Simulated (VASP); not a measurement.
TiN: relaxation of cell and atoms with RPBE

Crystal: TiN.

```xyz
2
Lattice="0.0000 2.1200 2.1200 2.1200 0.0000 2.1200 2.1200 2.1200 0.0000" Properties=species:S:1:pos:R:3 pbc="T T T"
Ti    0.0000    0.0000    0.0000
N     2.1200    2.1200    2.1200
```

The cell was built by a generator and needn't be a form met in nature.

| Property | Result |
| --- | --- |
| Program | VASP 6.6.1 |
| Task | relaxation of cell and atoms |
| Functional | RPBE |
| Potentials or basis | VASP PAW PBE potentials, release 64 (Ti_sv, N) |
| Cutoff | 600 eV |
| k mesh | 16 × 16 × 16 |
| Occupations | methfessel-paxton, width 0.2 eV |
| Spin | no spin polarisation |
| Further INCAR settings | ALGO = Normal; EDIFF = 1e-06; IBRION = 2; EDIFFG = -0.01; NSW = 40; ISIF = 3 |

```json
{"Relaxed volume": "9.78 Å³/atom", "Relaxed cell": "a = 3.024 Å, b = 3.024 Å, c = 3.024 Å, α = 60.00°, β = 60.00°, γ = 60.00°", "Space group after relaxing (to 0.05 Å)": "Fm-3m (No. 225)", "Energy gained by relaxing": "5.2 meV/atom", "Ionic steps": "3", "Pressure after relaxing": "0.0 GPa", "Band gap on the k mesh": "none (metal or under the smearing width)"}
```

The path:
| step | energy change (eV) | largest force (eV/Å) | pressure (GPa) | volume (Å³) |
| --- | --- | --- | --- | --- |
| 1 | 0.0000 | 0.0000 | 6.97 | 19.06 |
| 2 | 0.0073 | 0.0000 | -8.15 | 20.22 |
| 3 | -0.0105 | 0.0000 | -0.02 | 19.55 |

Final structure:
```
CELL_PARAMETERS angstrom
0.00000 2.13819 2.13819
2.13819 0.00000 2.13819
2.13819 2.13819 0.00000
ATOMIC_POSITIONS crystal
Ti 0.00000 0.00000 0.00000
N 0.50000 0.50000 0.50000
```

Levels at points of the mesh, in eV from the Fermi level:
```
           k point  band 5  band 6  band 7  band 8  band 9  band 10  band 11  band 12
(0.00, 0.00, 0.00)  -17.04   -2.03   -2.03   -2.03   -0.59    -0.59    -0.59     0.55
(0.50, 0.00, 0.00)  -14.71   -7.94   -5.36   -5.36    1.61     1.61     2.26     5.53
(0.50, 0.50, 0.00)  -15.66   -5.80   -3.21   -3.21   -2.95     1.57     2.28     2.28
```

Run time: 28 s on 4 MPI ranks on Intel(R) Xeon(R) Platinum 8559C (Emerald Rapids) (shared host), peak memory 0.16 GiB a rank.

Caveat: the PAW data sets were made with another functional, which shifts forces and pressure a little.
